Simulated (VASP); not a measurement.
Consider the following.

```xyz
2
Lattice="3.7337 -1.9101 -0.0018 3.7337 1.9101 -0.0018 2.7579 0.0000 3.1595" Properties=species:S:1:pos:R:3 pbc="T T T"
As     2.3218     0.0000     0.7166
As     7.9034     0.0000     2.4394
```

These are PBE GGA, VASP's PBE PAW potentials (set 64) (plane waves; VASP) values and carry that method's errors. Run with 500 eV cut-off, 12×12×12 Γ-centred mesh, first-order Methfessel-Paxton smearing of 0.10 eV, potentials As.

Energy and stress use the plane-wave basis of the starting cell.

### Question
The ions, cell shape and volume at an external pressure of 5.0 GPa are relaxed. What does this cell relax into?

### Answer

```xyz
2
Lattice="3.4783 -1.8861 -0.0660 3.4783 1.8861 -0.0660 2.5149 0.0000 3.0554" Properties=species:S:1:pos:R:3 pbc="T T T"
As     2.1967     0.0000     0.6780
As     7.2749     0.0000     2.2454
```
Space group R-3m (166), at a tolerance of 0.03 Å.

### Question
How do energy and volume change from the first to the last step?

### Answer
The energy (σ→0) changes by +29.9 meV/atom and the volume by -9.7 %, in 10 ionic steps.

The compound is As in the a7 structure. This run relaxes it under an external pressure of 5 GPa. Symmetry was kept, so distortions that lower it aren't found.
